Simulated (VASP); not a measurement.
Given:

```xyz
2
Lattice="4.4084 0.0000 0.0000 0.0000 4.4084 0.0000 0.0000 0.0000 4.4084" Properties=species:S:1:pos:R:3 pbc="T T T"
Cs     0.0000     0.0000     0.0000
I      2.2042     2.2042     2.2042
```

Level of theory: LDA (Ceperley-Alder, Perdew-Zunger), VASP's LDA PAW potentials (set 64) (plane waves; VASP). Settings: 500 eV cut-off, 6×6×6 Γ-centred mesh, Gaussian smearing of 0.050 eV, potentials Cs_sv I.

Unless said otherwise, spin-orbit coupling is left out, though it shifts the bands of the heavy elements here.

Problem. Predict the energy per atom (σ→0), band gap (on the k-mesh) with the smallest direct gap where there is one.

Solution. 
The band gap (on the k-mesh) is 3.78 eV and the smallest direct gap (on the k-mesh) comes out as 3.84 eV. The energy per atom (σ→0) is -3.094 eV/atom.

Total energies compare only between runs with the same potentials, cut-off and functional.

The compound is CsI in the CsCl type structure. It was relaxed first, which changed the volume by -10 %.
